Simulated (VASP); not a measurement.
SrCo2P2, 5 atoms in the cell. Symmetry: I4/mmm, No. 139, tetragonal system. Conventional cell: a = 3.758 Å, b = 3.758 Å, c = 9.547 Å, α = 90.00°, β = 90.00°, γ = 90.00°. Around Sr (site symmetry 4/mmm) lie 8 P at 2.94 Å and 8 Co at 3.04 Å. Around Co (site symmetry -4m2) lie 4 P at 2.19 Å. P (site symmetry 4mm) is surrounded by 4 Co at 2.19 Å. 

```yaml
Program: VASP 6.6.1
Task: single point
Functional: PBEsol
Potentials_or_basis: VASP PAW PBE potentials, release 64 (Sr_sv, Co, P)
Cutoff: 520 eV
k_mesh: 12 × 12 × 12
Occupations: gaussian, width 0.05 eV
Spin: no spin polarisation
Dipole_correction: no
Further_INCAR_settings: ALGO = Fast; EDIFF = 1e-06; NBANDS = 27
```

Potentials or basis: VASP PAW PBE potentials, release 64 (Sr_sv, Co, P).

Launch:

```bash
$ cat potpaw_PBE.64/Sr_sv/POTCAR potpaw_PBE.64/Co/POTCAR potpaw_PBE.64/P/POTCAR > POTCAR
$ mpirun -np 1 vasp_std > vasp.out
```

Hardware: 1 thread of Intel(R) Xeon(R) Platinum 8488C (Sapphire Rapids), with other jobs on the host.

Problem. Estimate the wall time of this run.

Solution. Wall time 18 min on 1 thread of Intel(R) Xeon(R) Platinum 8488C (Sapphire Rapids), with other jobs on the host, peak memory 0.48 GiB. Counts: scf iterations 21, k points 163.
